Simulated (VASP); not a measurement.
```yaml
crystal:
  lattice:
    - [4.86832, -8.43217, 0.00000]
    - [4.86832, 8.43217, 0.00000]
    - [0.00000, 0.00000, 10.55628]
  atoms:
    - { symbol: Ga, position: [0.22236, 0.11137, 0.24921] }
    - { symbol: Ga, position: [0.11258, 0.22503, 0.00004] }
    - { symbol: Ga, position: [0.22216, 0.11093, 0.75227] }
    - { symbol: Ga, position: [0.11824, 0.22473, 0.50171] }
    - { symbol: Ga, position: [0.23045, 0.44853, 0.25472] }
    - { symbol: Ga, position: [0.11263, 0.55446, 0.00001] }
    - { symbol: Ga, position: [0.22408, 0.44544, 0.74063] }
    - { symbol: Ga, position: [0.11828, 0.56002, 0.50172] }
    - { symbol: Ga, position: [0.22237, 0.77761, 0.24926] }
    - { symbol: Ga, position: [0.11109, 0.88890, 0.00077] }
    - { symbol: Ga, position: [0.22223, 0.77818, 0.75224] }
    - { symbol: Ga, position: [0.11125, 0.88879, 0.50135] }
    - { symbol: Ga, position: [0.55601, 0.11121, 0.25058] }
    - { symbol: Ga, position: [0.44560, 0.22476, 0.00005] }
    - { symbol: Ga, position: [0.55606, 0.11133, 0.75118] }
    - { symbol: Ga, position: [0.44006, 0.22463, 0.50179] }
    - { symbol: Ga, position: [0.55139, 0.44832, 0.25489] }
    - { symbol: Ga, position: [0.44454, 0.55550, 0.99608] }
    - { symbol: Ga, position: [0.55495, 0.44515, 0.74057] }
    - { symbol: Ga, position: [0.55139, 0.76938, 0.25481] }
    - { symbol: Ga, position: [0.44562, 0.88741, 0.00008] }
    - { symbol: Ga, position: [0.55490, 0.77625, 0.74068] }
    - { symbol: Ga, position: [0.44018, 0.88190, 0.50182] }
    - { symbol: Ga, position: [0.88859, 0.11120, 0.25058] }
    - { symbol: Ga, position: [0.77783, 0.22222, 0.00076] }
    - { symbol: Ga, position: [0.88887, 0.11137, 0.75115] }
    - { symbol: Ga, position: [0.77794, 0.22208, 0.50155] }
    - { symbol: Ga, position: [0.88864, 0.44380, 0.25056] }
    - { symbol: Ga, position: [0.77509, 0.55423, 0.00011] }
    - { symbol: Ga, position: [0.88895, 0.44418, 0.75114] }
    - { symbol: Ga, position: [0.77541, 0.55988, 0.50175] }
    - { symbol: Ga, position: [0.88854, 0.77741, 0.24919] }
    - { symbol: Ga, position: [0.77509, 0.88748, 0.00008] }
    - { symbol: Ga, position: [0.88933, 0.77799, 0.75238] }
    - { symbol: Ga, position: [0.77558, 0.88189, 0.50171] }
    - { symbol: N, position: [0.22171, 0.10983, 0.43757] }
    - { symbol: N, position: [0.11297, 0.22610, 0.19153] }
    - { symbol: N, position: [0.22249, 0.11178, 0.94049] }
    - { symbol: N, position: [0.11118, 0.22154, 0.68830] }
    - { symbol: N, position: [0.26620, 0.46630, 0.45126] }
    - { symbol: N, position: [0.11300, 0.55356, 0.19147] }
    - { symbol: N, position: [0.22443, 0.44566, 0.93076] }
    - { symbol: N, position: [0.11130, 0.55658, 0.68830] }
    - { symbol: N, position: [0.22188, 0.77838, 0.43756] }
    - { symbol: N, position: [0.11107, 0.88883, 0.18874] }
    - { symbol: N, position: [0.22257, 0.77752, 0.94040] }
    - { symbol: N, position: [0.11118, 0.88901, 0.68987] }
    - { symbol: N, position: [0.55452, 0.11044, 0.43974] }
    - { symbol: N, position: [0.44643, 0.22595, 0.19148] }
    - { symbol: N, position: [0.55493, 0.11073, 0.93993] }
    - { symbol: N, position: [0.44376, 0.22128, 0.68827] }
    - { symbol: N, position: [0.53385, 0.46617, 0.45128] }
    - { symbol: N, position: [0.44446, 0.55540, 0.18279] }
    - { symbol: N, position: [0.55456, 0.44537, 0.93071] }
    - { symbol: N, position: [0.44473, 0.55560, 0.64940] }
    - { symbol: N, position: [0.53386, 0.73397, 0.45126] }
    - { symbol: N, position: [0.44641, 0.88689, 0.19147] }
    - { symbol: N, position: [0.55448, 0.77566, 0.93082] }
    - { symbol: N, position: [0.44384, 0.88901, 0.68830] }
    - { symbol: N, position: [0.88961, 0.11045, 0.43975] }
    - { symbol: N, position: [0.77774, 0.22206, 0.18916] }
    - { symbol: N, position: [0.88927, 0.11080, 0.93991] }
    - { symbol: N, position: [0.77794, 0.22227, 0.68972] }
    - { symbol: N, position: [0.88967, 0.44547, 0.43975] }
    - { symbol: N, position: [0.77379, 0.55329, 0.19154] }
    - { symbol: N, position: [0.88929, 0.44514, 0.93990] }
    - { symbol: N, position: [0.77888, 0.55639, 0.68833] }
    - { symbol: N, position: [0.89014, 0.77818, 0.43754] }
    - { symbol: N, position: [0.77381, 0.88687, 0.19151] }
    - { symbol: N, position: [0.88819, 0.77742, 0.94060] }
    - { symbol: N, position: [0.77880, 0.88904, 0.68832] }
    - { symbol: C, position: [0.44462, 0.55552, 0.50126] }
```
Cell charge +1.

The numbers are results of HSE06 screened hybrid, VASP's PBE PAW potentials (set 64) (plane waves; VASP 6.6.1), not measurements. Run with PREC = Normal, LREAL = Auto, ISYM = 0, NELECT = 288.0, EDIFF = 1E-5, 400 eV cut-off, 1×1×1 Γ-centred mesh, Gaussian smearing of 0.050 eV, potentials Ga N C.

The cell is charged, with a uniform compensating background. The supercell is sampled at Γ alone, which is coarse: total energies, pressure and levels can be off, energies of defects by several tenths of an eV.

### Question
What does the run give for the energy per atom (σ→0)?

### Answer

| Quantity | Result |
|---|---|
| energy per atom (σ→0) | -7.405 eV/atom |

Total energies compare only between runs with the same potentials, cut-off and functional.

The cell is a supercell with a defect, built from GaN (wurtzite): C_Ga, charge +1. The cell's shape comes from a PBE relaxation. The run is not spin-polarised, so no state with unpaired spins was tried.
